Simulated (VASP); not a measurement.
**LiCl with LDA: from relaxation to properties**

Aim: relax LiCl, then compute properties on the relaxed cell. The steps: relaxing cell and atoms (LDA), second relaxation, single point with fields (LDA), band structure (LDA), density of states (LDA), vibrations at Γ (LDA), volume scan with LDA, fit for LDA and electric field gradients (LDA). The start is a cell from a database of measured crystal structures.

Method: LDA; plane waves and PAW (Li_sv, Cl), in VASP 6.6.1.

Report form: the programs' logs are mostly left out.

### 1. Set-up

Before any relaxation, the start is as follows. It takes space group Fm-3m (No. 225, cubic). Conventional cell: a = 5.143 Å, b = 5.143 Å, c = 5.143 Å, α = 90.00°, β = 90.00°, γ = 90.00°. Nearest to Li lie 6 Cl at 2.57 Å. Nearest to Cl lie 6 Li at 2.57 Å. Farther neighbours and most contacts between anions are not listed.

Structure file:

```xyz
2
Lattice="0.0000 2.5715 2.5715 2.5715 0.0000 2.5715 2.5715 2.5715 0.0000" Properties=species:S:1:pos:R:3 pbc="T T T"
Li    0.0000    0.0000    0.0000
Cl    2.5715    2.5715    2.5715
```

### 2. Relaxing cell and atoms (LDA)

Properties are meant for the cell that this level of theory prefers, so cell and atoms are relaxed first (ISIF = 3) until forces and stress are small; EDIFFG sets the threshold. LDA, the lowest rung, knows the local density alone.

File INCAR:

```
SYSTEM = LiCl
PREC = Accurate
ENCUT = 650
EDIFF = 1E-06
NELM = 100
ISMEAR = 0
SIGMA = 0.05
LREAL = .FALSE.
ALGO = Normal
GGA = CA
NBANDS = 11
LORBIT = 11
LWAVE = .FALSE.
LCHARG = .FALSE.
KPAR = 2
IBRION = 2
NSW = 60
ISIF = 3
EDIFFG = -0.01
```

File POSCAR:

```
LiCl
1.0
    0.0000000000      2.5715000000      2.5715000000
    2.5715000000      0.0000000000      2.5715000000
    2.5715000000      2.5715000000      0.0000000000
Li Cl
1 1
Direct
    0.0000000000      0.0000000000      0.0000000000
    0.5000000000      0.5000000000      0.5000000000
```

File KPOINTS:

```
Automatic mesh
0
Gamma
8 8 8
0 0 0
```

The projector-augmented-wave data sets are Li_sv and Cl (LDA family, release 64).

Command:

```sh
mpirun -np 2 vasp_std
```

It took 11 s on 2 MPI ranks of AMD EPYC 9R45, shared host; peak memory 0.24 GiB; 18 s of CPU time.

The gap is read on the k-mesh alone, so it is an upper bound where the band edges lie off the mesh. After so large a change of volume the plane waves of the start cell no longer fit, so the final stress carries a basis-set error. The run keeps the 48 symmetry operations of its start, so it cannot find a distortion of lower symmetry.

Relaxation path:

| step | energy less that of the first step (eV) | largest force (eV/Å) | pressure (GPa) | volume (Å³) |
| --- | --- | --- | --- | --- |
| 1 | 0.0000 | 0.0000 | -3.51 | 34.01 |
| 2 | -0.0313 | 0.0000 | -1.97 | 32.21 |
| 3 | -0.0421 | 0.0000 | -0.25 | 30.71 |
| 4 | -0.0422 | 0.0000 | 0.02 | 30.50 |

| conventional cell, symmetrised | before | after | change |
| --- | --- | --- | --- |
| a (Å) | 5.143 | 4.960 | -3.6 % |
| b (Å) | 5.143 | 4.960 | -3.6 % |
| c (Å) | 5.143 | 4.960 | -3.6 % |
| volume (Å³/atom) | 17.00 | 15.25 | -10.3 % |

Final coordinates:

```xyz
2
Lattice="0.0000 2.4800 2.4800 2.4800 0.0000 2.4800 2.4800 2.4800 0.0000" Properties=species:S:1:pos:R:3 pbc="T T T"
Li    0.0000    0.0000    0.0000
Cl    2.4800    2.4800    2.4800
```

Numbers from this step:

```
electrons                       : 10
bands                           : 11
irreducible k-points            : 29
symmetry operations             : 48
free energy (TOTEN)             : -8.098 eV
Fermi energy                    : 1.493 eV
pressure                        : 0.02298 GPa
metallic                        : no
valence top at k                : 0, 0, 0
conduction bottom at k          : 0.5, 0, 0
least direct gap at k           : 0, 0, 0
SCF cycles over all ionic steps : 30
gap on the k-mesh               : 6.516 eV
least direct gap on the k-mesh  : 6.629 eV
```

It ends with forces that vanish by symmetry and a pressure of 0.02 GPa. The volume lies -10.3 % from that of the database's start, which holds the thermal and zero-point expansion of its experiment. LDA is known to overbind.

### 3. Second relaxation

The basis stayed that of the start cell while the cell moved. A rerun from the cell reached resets it; the error of the finite cutoff stays.

INCAR is that of step 2.

File POSCAR:

```
LiCl
1.0
    0.0000000000      2.4799637091      2.4799637091
    2.4799637091      0.0000000000      2.4799637091
    2.4799637091      2.4799637091      0.0000000000
Li Cl
1 1
Direct
    0.0000000000      0.0000000000      0.0000000000
    0.5000000000      0.5000000000      0.5000000000
```

KPOINTS is that of step 2.

Command:

```sh
mpirun -np 2 vasp_std
```

Run time: 4.4 s. Hardware: 2 MPI ranks; peak memory 0.23 GiB.

Little changed from the start: no atom moved by 0.005 Å and no cell edge by 0.1 %.

Numbers from this step:

```
free energy (TOTEN)             : -8.095 eV
pressure                        : 0.02116 GPa
SCF cycles over all ionic steps : 11
least direct gap on the k-mesh  : 6.631 eV
```

It ends with forces that vanish by symmetry and a pressure of 0.02 GPa. The volume moved by under 0.01 %: the run met its threshold at the first step.

### 4. Single point with fields (LDA)

A single point on the relaxed cell gives a clean self-consistent state, with density, ELF and potential written out.

Edit INCAR of step 3 so:

```diff
@@ -13,7 +13,5 @@
 LWAVE = .FALSE.
-LCHARG = .FALSE.
-KPAR = 2
-IBRION = 2
-NSW = 60
-ISIF = 3
-EDIFFG = -0.01
+LCHARG = .TRUE.
+ISIF = 2
+LELF = .TRUE.
+LVHAR = .TRUE.
```

POSCAR is that of step 3.

KPOINTS is that of step 3.

Command:

```sh
mpirun -np 2 vasp_std
```

Run time: 5 s. Hardware: 2 MPI ranks; peak memory 0.2 GiB.

This step gave:

* SCF cycles: 11
* bands: 12
* Fermi energy: 1.538 eV
* pressure: 0.02087 GPa

Valence electrons inside each PAW sphere by angular momentum. Sphere charges, by row:

| atom | s (e) | p (e) | d (e) | tot (e) |
| --- | --- | --- | --- | --- |
| Li1 | 2.01 | 0.057 | 0 | 2.067 |
| Cl2 | 1.585 | 3.579 | 0 | 5.164 |

Electrostatic potential energy in the ac plane of the conventional cell at fractional y = 0.000, with atoms of Li and Cl within 0.2 Å of it. With pseudopotentials it is smooth inside the atoms' cores, unlike the true potential.

Ten even steps from '0' (-87 eV) to '9' (5 eV), each cell a mean:
```
47999500289985
89999855799998
99999999999999
99999999999999
57999998999986
03899865799951
01799842799940
24899977899972
78999999999998
99999999999999
99999988999999
78999732589998
37999400179984
```
Columns run along a (5.0 Å; values clipped at the 3rd and 97th percentile), rows up along c (5.0 Å), edges of the conventional cell, whose origin can differ from the input's. Atoms in or near the plane, at fractional coordinates: Li at (0.00, 0.00), Li at (0.50, 0.50), Cl at (0.50, 0.00), Cl at (0.00, 0.50).

ELF in the ac plane of the conventional cell at fractional y = 0.000, with atoms of Li and Cl within 0.2 Å of it. It is the smooth field of the valence electrons, not physical close to the nuclei.

Values, 13 rows by 14 columns, each cell a mean:
```
0.83 0.34 0.07 0.50 0.82 0.85 0.68 0.60 0.81 0.86 0.71 0.21 0.12 0.69
0.14 0.04 0.06 0.32 0.69 0.84 0.86 0.85 0.86 0.79 0.51 0.13 0.03 0.11
0.33 0.27 0.14 0.12 0.36 0.67 0.80 0.82 0.76 0.52 0.19 0.09 0.20 0.31
0.81 0.73 0.49 0.19 0.11 0.24 0.35 0.37 0.30 0.14 0.10 0.32 0.65 0.79
0.86 0.86 0.78 0.49 0.14 0.03 0.07 0.12 0.05 0.05 0.30 0.68 0.84 0.86
0.62 0.80 0.86 0.70 0.22 0.09 0.65 0.79 0.35 0.07 0.49 0.82 0.86 0.71
0.43 0.76 0.87 0.74 0.22 0.18 0.86 0.96 0.51 0.08 0.53 0.84 0.84 0.58
0.77 0.85 0.84 0.64 0.18 0.05 0.36 0.48 0.13 0.07 0.44 0.78 0.86 0.80
0.86 0.83 0.69 0.34 0.09 0.07 0.09 0.10 0.09 0.07 0.20 0.54 0.78 0.85
0.67 0.58 0.31 0.10 0.16 0.43 0.60 0.63 0.54 0.29 0.11 0.20 0.47 0.65
0.11 0.09 0.06 0.17 0.52 0.78 0.86 0.86 0.82 0.67 0.33 0.10 0.08 0.11
0.43 0.15 0.06 0.42 0.78 0.86 0.82 0.78 0.85 0.83 0.62 0.19 0.03 0.30
0.95 0.50 0.08 0.52 0.84 0.85 0.60 0.44 0.76 0.87 0.73 0.23 0.16 0.86
```
Columns run along a (5.0 Å), rows up along c (5.0 Å), edges of the conventional cell, whose origin can differ from the input's. Atoms in or near the plane, at fractional coordinates: Li at (0.00, 0.00), Li at (0.50, 0.50), Cl at (0.50, 0.00), Cl at (0.00, 0.50).

Valence density in the ac plane of the conventional cell at fractional y = 0.000, with atoms of Li and Cl within 0.2 Å of it. It is the smooth field of the valence electrons, not physical close to the nuclei.

Ten steps, logarithmic in the rise over the least value, from '_' (0.07 × 1e0 e/Å³) to '@' (7.57 × 1e0 e/Å³), each cell a mean:
```
%%++__::==****++**++--..::##
--..__..--++****++==::____::
....____..--====--::______..
==--::______......____..::--
**++==::____::::____..--++**
++**++--..::##%%++__::==****
--**++--..--@@@@**..::==**++
****==::__..++**--__..--++**
++==--..______..______::==++
::::..____..::::::..____..::
..______::==++++==--..______
**--__..--++******==::__..++
@@**..::==**++--**++--..--%%
```
Columns run along a (5.0 Å), rows up along c (5.0 Å), edges of the conventional cell, whose origin can differ from the input's. Atoms in or near the plane, at fractional coordinates: Li at (0.00, 0.00), Li at (0.50, 0.50), Cl at (0.50, 0.00), Cl at (0.00, 0.50).

In this run the pressure is 0.02 GPa, small enough to go on.

### 5. Band structure (LDA)

The mesh alone shows little of the dispersion and can miss band extrema, so KPOINTS_OPT adds a path through the symmetry points after the self-consistent cycle.

File INCAR:

```
SYSTEM = LiCl
PREC = Accurate
ENCUT = 650
EDIFF = 1E-06
NELM = 100
ISMEAR = 0
SIGMA = 0.05
LREAL = .FALSE.
ALGO = Normal
GGA = CA
NBANDS = 17
LORBIT = 11
LWAVE = .FALSE.
LCHARG = .FALSE.
KPAR = 2
```

POSCAR is that of step 4.

KPOINTS is that of step 4.

File KPOINTS_OPT:

```
Line mode
16
Line-mode
Reciprocal
  0.00000000   0.00000000   0.00000000 GAMMA
  0.50000000   0.00000000   0.50000000 X

  0.50000000   0.00000000   0.50000000 X
  0.50000000   0.25000000   0.75000000 W

  0.50000000   0.25000000   0.75000000 W
  0.37500000   0.37500000   0.75000000 K

  0.37500000   0.37500000   0.75000000 K
  0.00000000   0.00000000   0.00000000 GAMMA

  0.00000000   0.00000000   0.00000000 GAMMA
  0.50000000   0.50000000   0.50000000 L

  0.50000000   0.50000000   0.50000000 L
  0.62500000   0.25000000   0.62500000 U

  0.62500000   0.25000000   0.62500000 U
  0.50000000   0.25000000   0.75000000 W

  0.50000000   0.25000000   0.75000000 W
  0.50000000   0.50000000   0.50000000 L

  0.50000000   0.50000000   0.50000000 L
  0.37500000   0.37500000   0.75000000 K

  0.62500000   0.25000000   0.62500000 U
  0.50000000   0.00000000   0.50000000 X
```

Command:

```sh
mpirun -np 2 vasp_std
```

Run time: 26 s. Hardware: 2 MPI ranks; peak memory 0.25 GiB; 45 s of CPU time.

Numbers from this step:

```
bands                             : 17
Fermi energy                      : 1.614 eV
pressure                          : 0.01398 GPa
least gap on mesh and path        : 6.510 eV
least direct gap on mesh and path : 6.631 eV
valence top at k                  : 0.075, 0.075, 0.15
```

The electronic bands at the labelled points (eV, zero at the valence-band top; v1 is the highest filled band, c1 the lowest empty one):

| point | v3 | v2 | v1 | c1 | c2 | c3 | c4 |
| --- | --- | --- | --- | --- | --- | --- | --- |
| Γ | -0.01 | -0.01 | -0.01 | 6.62 | 11.81 | 11.81 | 11.81 |
| 0.53 of the way | -1.96 | -0.80 | -0.80 | 8.86 | 9.02 | 9.81 | 12.77 |
| X | -3.50 | -1.35 | -1.35 | 7.83 | 7.85 | 12.98 | 14.50 |
| 0.47 of the way | -3.29 | -1.72 | -1.32 | 8.29 | 8.56 | 12.33 | 12.53 |
| W | -2.60 | -2.60 | -1.28 | 9.72 | 10.06 | 10.49 | 10.49 |
| 0.47 of the way | -2.90 | -2.27 | -1.18 | 8.60 | 10.07 | 11.00 | 11.33 |
| K | -3.02 | -2.16 | -1.02 | 7.88 | 10.01 | 11.77 | 11.82 |
| 0.47 of the way | -2.14 | -1.22 | -0.15 | 8.04 | 9.99 | 10.09 | 11.10 |
| Γ | -0.01 | -0.01 | -0.01 | 6.62 | 11.81 | 11.81 | 11.81 |
| 0.53 of the way | -2.04 | -0.19 | -0.19 | 7.20 | 10.37 | 10.37 | 11.36 |
| L | -3.34 | -0.31 | -0.31 | 6.51 | 9.23 | 9.23 | 13.73 |
| 0.53 of the way | -3.09 | -1.50 | -0.62 | 7.73 | 9.51 | 10.24 | 12.31 |
| U | -3.02 | -2.16 | -1.02 | 7.88 | 10.01 | 11.77 | 11.82 |
| 0.53 of the way | -2.90 | -2.27 | -1.18 | 8.60 | 10.07 | 11.00 | 11.33 |
| W | -2.60 | -2.60 | -1.28 | 9.72 | 10.06 | 10.49 | 10.49 |
| 0.47 of the way | -3.01 | -1.72 | -0.76 | 8.25 | 9.22 | 10.62 | 12.01 |
| L | -3.34 | -0.31 | -0.31 | 6.51 | 9.23 | 9.23 | 13.73 |
| 0.53 of the way | -3.09 | -1.50 | -0.62 | 7.73 | 9.51 | 10.24 | 12.31 |
| K | -3.02 | -2.16 | -1.02 | 7.88 | 10.01 | 11.77 | 11.82 |
| jump to U | -3.02 | -2.16 | -1.02 | 7.88 | 10.01 | 11.77 | 11.82 |
| 0.53 of the way | -3.39 | -1.59 | -1.28 | 7.85 | 8.42 | 12.65 | 13.49 |
| X | -3.50 | -1.35 | -1.35 | 7.83 | 7.85 | 12.98 | 14.50 |

Of the projections kept (Li, Cl), the largest for each band there; the rest of the weight can lie on other orbitals:

| point | v3 | v2 | v1 | c1 | c2 | c3 | c4 |
| --- | --- | --- | --- | --- | --- | --- | --- |
| Γ | Cl 0.99 | Cl 0.99 | Cl 0.99 | Cl 0.70 | - | - | - |
| X | Cl 0.96 | Cl 0.97 | Cl 0.97 | - | Li 0.84 | Cl 0.73 | Li 0.64 |
| W | Cl 0.96 | Cl 0.96 | Cl 0.98 | Li 0.57 | Li 0.84 | Cl 0.85 | Cl 0.85 |
| K | Cl 0.96 | Cl 0.96 | Cl 0.98 | Li 0.77 | Cl 0.66 | Cl 0.77 | Li 0.72 |
| Γ | Cl 0.99 | Cl 0.99 | Cl 0.99 | Cl 0.70 | - | - | - |
| L | Cl 0.95 | Cl 1.00 | Cl 1.00 | Cl 0.51 | Li 1.00 | Li 1.00 | Cl 0.78 |

The path finds the gap of the mesh within 0.02 eV, so the mesh comes close to both band edges.

### 6. Density of states (LDA)

Here the states are counted by energy and projected on the atoms. The mesh is finer than in the run before.

Edit INCAR of step 5 so:

```diff
@@ -5,3 +5,3 @@
 NELM = 100
-ISMEAR = 0
+ISMEAR = -5
 SIGMA = 0.05
@@ -15 +15,2 @@
 KPAR = 2
+NEDOS = 2001
```

POSCAR is that of step 5.

File KPOINTS:

```
Automatic mesh
0
Gamma
11 11 11
0 0 0
```

Command:

```sh
mpirun -np 2 vasp_std
```

Wall time 11 s (2 MPI ranks); peak memory 0.26 GiB; 18 s of CPU time.

Numbers from this step:

| Property | Result |
| --- | --- |
| irreducible k-points | 56 |
| Fermi energy | 1.295 eV |
| pressure | 0.01325 GPa |
| valence top at k | -0.09091, 0.09091, 0 |
| conduction bottom at k | 0.4545, 0, 0 |
| gap on the k-mesh | 6.543 eV |

The density of states has structure finer than the step of the table below, so its rows give means over 1 eV, whole bins alone (the curve runs from -11.9 to 14.4 eV). Peaks (eV: height): total -3.0: 2.74, -0.5: 2.70, 9.4: 2.76, 10.2: 2.35; Cl p -3.0: 1.36, -0.4: 1.84, 11.7: 0.433; Li p 8.1: 0.151, 9.3: 0.319, 10.2: 0.280, 11.8: 0.210; Cl s -2.7: 0.0167, 8.1: 0.112, 11.6: 0.0219; Li s -3.0: 0.0312, 8.2: 0.0975, 9.4: 0.103, 11.7: 0.09.

States under -11.9 eV and over 14.4 eV are left out. The density of states by energy, zero at the valence-band top; means over each step; values in states/eV/cell:

| energy (eV) | total | Cl p | Li p | Cl s | Li s |
| --- | --- | --- | --- | --- | --- |
| -5 | 0 | 0 | 0 | 0 | 0 |
| -4 | 0.00179 | 8.5e-4 | 4.0e-5 | 0 | 0 |
| -3 | 1.48 | 0.743 | 0.0141 | 0.00868 | 0.0180 |
| -2 | 1.24 | 0.692 | 0.0142 | 0.00926 | 0.00782 |
| -1 | 2.35 | 1.51 | 0.0211 | 0.00442 | 0.00499 |
| 0 | 0.926 | 0.647 | 0.00445 | 6.4e-4 | 1.8e-4 |
| 1 | 0 | 0 | 0 | 0 | 0 |
| 2 | 0 | 0 | 0 | 0 | 0 |
| 3 | 0 | 0 | 0 | 0 | 0 |
| 4 | 0 | 0 | 0 | 0 | 0 |
| 5 | 0 | 0 | 0 | 0 | 0 |
| 6 | 2.9e-4 | 4.5e-6 | 2.7e-5 | 2.7e-5 | 0 |
| 7 | 0.305 | 0.0134 | 0.0235 | 0.0348 | 0.00626 |
| 8 | 1.39 | 0.0628 | 0.0987 | 0.0844 | 0.0568 |
| 9 | 1.35 | 0.0761 | 0.128 | 0.0197 | 0.0518 |
| 10 | 1.97 | 0.158 | 0.242 | 0.0130 | 0.0381 |
| 11 | 1.15 | 0.154 | 0.137 | 0.0121 | 0.0207 |
| 12 | 1.50 | 0.279 | 0.147 | 0.0119 | 0.0511 |
| 13 | 0.624 | 0.0938 | 0.0739 | 0.00172 | 0.0145 |

The gap on this mesh is 6.54 eV. In the top eV of the valence band the largest shares in the PAW spheres are Cl p 68 %. The rest lies in smaller channels or between the spheres.

### 7. Vibrations at Γ (LDA)

Zone-centre modes test whether the atoms sit at a minimum within this cell. IBRION = 8 takes the force constants from linear response, which needs tightly converged orbitals.

File INCAR:

```
SYSTEM = LiCl
PREC = Accurate
ENCUT = 650
EDIFF = 1E-08
NELM = 100
ISMEAR = 0
SIGMA = 0.05
LREAL = .FALSE.
ALGO = Normal
GGA = CA
NBANDS = 11
LORBIT = 11
LWAVE = .FALSE.
LCHARG = .FALSE.
KPAR = 2
IBRION = 8
LEPSILON = .TRUE.
ISIF = 2
```

POSCAR is that of step 6.

File KPOINTS:

```
Automatic mesh
0
Gamma
8 8 8
0 0 0
```

Command:

```sh
mpirun -np 2 vasp_std
```

Wall time 2.1 min (2 MPI ranks); peak memory 0.36 GiB.

Energies printed during the response cycles are not total energies of the cell.

Numbers from this step:

| Quantity | Value |
| --- | --- |
| bands | 11 |
| irreducible k-points | 29 |
| pressure of the cell | 0.01634 GPa |
| largest force of the cell | 0 eV/Å |
| Fermi energy | 1.493 eV |
| valence top at k | 0, 0, 0 |
| conduction bottom at k | 0.5, 0, 0 |
| gap on the k-mesh | 6.516 eV |

Electronic dielectric tensor with local fields:

```
3.19 0.00 0.00
0.00 3.19 0.00
0.00 0.00 3.19
```

Ionic part of the static dielectric tensor:

```
7.13 0.00 0.00
0.00 7.13 0.00
0.00 0.00 7.13
```

Born effective charge (e), principal values of the symmetric part by kind of site:

| atom | atoms with these values | low | middle | high | mean |
| --- | --- | --- | --- | --- | --- |
| Li1 | 1 | 1.16 | 1.16 | 1.16 | 1.16 |
| Cl2 | 1 | -1.16 | -1.16 | -1.16 | -1.16 |

In full for Cl2:

```
-1.16  0.00  0.00
 0.00 -1.16  0.00
 0.00  0.00 -1.16
```

Lines of the infrared spectrum (strongest = 100):

| position (cm⁻¹) | lines merged | squared mode dipole, relative |
| --- | --- | --- |
| 229 | 3 | 100 |

Transverse limit, no LO-TO splitting. Modes at Γ, with each element's share of the kinetic energy:

| mode | frequency (cm⁻¹) | symmetry | IR | Li % | Cl % |
| --- | --- | --- | --- | --- | --- |
| 1 | -0.4 | acoustic | 2.9e-6 | 17 | 83 |
| 2 | -0.4 | acoustic | 2.9e-6 | 17 | 83 |
| 3 | -0.4 | acoustic | 2.9e-6 | 17 | 83 |
| 4 | 228.5 | T1u | 0.23 | 83 | 17 |
| 5 | 228.5 | T1u | 0.23 | 83 | 17 |
| 6 | 228.5 | T1u | 0.23 | 83 | 17 |

Displacements in mode 4 (228.5 cm⁻¹), the largest set to 1:
```
Li1  0.00  0.00  1.00
Cl2  0.00  0.00 -0.20
```

The Born charges sum to zero; the printed set may have that rule imposed, so this is no test. Born charges and mode vectors give each infrared mode its dipole; summed over the modes, dipole squared over frequency squared adds 7.13 to the electronic 3.19, for a mean static constant of 10.3. With one infrared mode the Lyddane-Sachs-Teller relation, LO/TO = (ε0/ε∞)^½, puts the longitudinal line at 412 cm⁻¹. By the characters of their eigenvectors the optical modes sort into (cm⁻¹) infrared active: T1u 229.

### 8. Volume scan with LDA, volume scale 0.94

An equation of state needs energies on both sides of the minimum, all on one mesh and cutoff.

Edit INCAR of step 7 so:

```diff
@@ -3,3 +3,3 @@
 ENCUT = 650
-EDIFF = 1E-08
+EDIFF = 1E-06
 NELM = 100
@@ -15,4 +15,2 @@
 KPAR = 2
-IBRION = 8
-LEPSILON = .TRUE.
 ISIF = 2
```

File POSCAR:

```
LiCl
1.0
    0.0000000000      2.4293379996      2.4293379996
    2.4293379996      0.0000000000      2.4293379996
    2.4293379996      2.4293379996      0.0000000000
Li Cl
1 1
Direct
    0.0000000000      0.0000000000      0.0000000000
    0.5000000000      0.5000000000      0.5000000000
```

KPOINTS is that of step 7.

Command:

```sh
mpirun -np 2 vasp_std
```

Run time: 3.6 s. Hardware: 2 MPI ranks; peak memory 0.23 GiB; 6.4 s of CPU time.

The scan keeps the cell's shape and the fractional positions fixed.

Numbers from this step:

```
free energy (TOTEN)            : -8.078 eV
Fermi energy                   : 2.105 eV
pressure                       : 2.941 GPa
least direct gap at k          : 0.5, 0, 0
gap on the k-mesh              : 6.575 eV
least direct gap on the k-mesh : 6.913 eV
```

The pressure here is 2.94 GPa.

### 9. Volume scan with LDA, volume scale 0.96

INCAR is that of step 8.

File POSCAR:

```
LiCl
1.0
    0.0000000000      2.4464465773      2.4464465773
    2.4464465773      0.0000000000      2.4464465773
    2.4464465773      2.4464465773      0.0000000000
Li Cl
1 1
Direct
    0.0000000000      0.0000000000      0.0000000000
    0.5000000000      0.5000000000      0.5000000000
```

KPOINTS is that of step 8.

Command:

```sh
mpirun -np 2 vasp_std
```

Elapsed: 3.6 s, on 2 MPI ranks; peak memory 0.22 GiB; 6.1 s of CPU time.

Numbers from this step:

```yaml
free_energy_toten: -8.088 eV
fermi_energy: 2.011 eV
pressure: 1.860 GPa
gap_on_the_k_mesh: 6.556 eV
least_direct_gap_on_the_k_mesh: 6.882 eV
```

The pressure falls from 2.94 to 1.86 GPa.

The run ends at a pressure of 1.86 GPa.

### 10. Volume scan with LDA, volume scale 0.98

INCAR is that of step 9.

File POSCAR:

```
LiCl
1.0
    0.0000000000      2.4633191559      2.4633191559
    2.4633191559      0.0000000000      2.4633191559
    2.4633191559      2.4633191559      0.0000000000
Li Cl
1 1
Direct
    0.0000000000      0.0000000000      0.0000000000
    0.5000000000      0.5000000000      0.5000000000
```

KPOINTS is that of step 9.

Command:

```sh
mpirun -np 2 vasp_std
```

Run time: 3.8 s. Hardware: 2 MPI ranks; peak memory 0.23 GiB.

The pressure falls from 1.86 to 0.89 GPa.

The run ends at a pressure of 0.89 GPa.

### 11. Volume scan with LDA, volume scale 1

INCAR is that of step 10.

File POSCAR:

```
LiCl
1.0
    0.0000000000      2.4799637091      2.4799637091
    2.4799637091      0.0000000000      2.4799637091
    2.4799637091      2.4799637091      0.0000000000
Li Cl
1 1
Direct
    0.0000000000      0.0000000000      0.0000000000
    0.5000000000      0.5000000000      0.5000000000
```

KPOINTS is that of step 10.

Command:

```sh
mpirun -np 2 vasp_std
```

Wall time 3.8 s (2 MPI ranks); peak memory 0.23 GiB; 6.4 s of CPU time.

The pressure falls from 0.89 to 0.02 GPa.

The run ends at a pressure of 0.02 GPa.

[end of part 1 of 2]

[Lines on the potential files, build, host, timing and source positions are cut from VASP's logs without a mark.]

[Logs are printed without paths, hosts, clocks, repeated set-up lines and the standing remarks that a program may print on its own settings, such as how far it seeks lower states.]

[Hosts, paths, dates, database ids (printed as entryN), source tags and the programs' standing remarks are cut or masked in the printed files.]

[A measured line is paired with the nearest computed mode of its activity, which favours agreement.]
